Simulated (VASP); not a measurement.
```xyz
1
Lattice="0.0000 1.8897 1.8897 1.8897 0.0000 1.8897 1.8897 1.8897 0.0000" Properties=species:S:1:pos:R:3 pbc="T T T"
Rh     0.0000     0.0000     0.0000
```

The numbers are results of PBEsol GGA, VASP's PBE PAW potentials (set 64) (plane waves; VASP 6.6.1), not measurements. Run with 520 eV cut-off, 16×16×16 Γ-centred mesh, first-order Methfessel-Paxton smearing of 0.10 eV, potentials Rh_pv.

Task: Estimate the energy per atom (σ→0), band gap (on the k-mesh) with the smallest direct gap where there is one.

Result: 
| Item | Value |
|---|---|
| band gap (on the k-mesh) | none (metal, semimetal or under 0.01 eV) |
| energy per atom (σ→0) | -785.1 kJ/mol-atom |

Total energies compare only between runs with the same potentials, cut-off and functional.

The compound is Rh in the fcc structure. It was relaxed first.
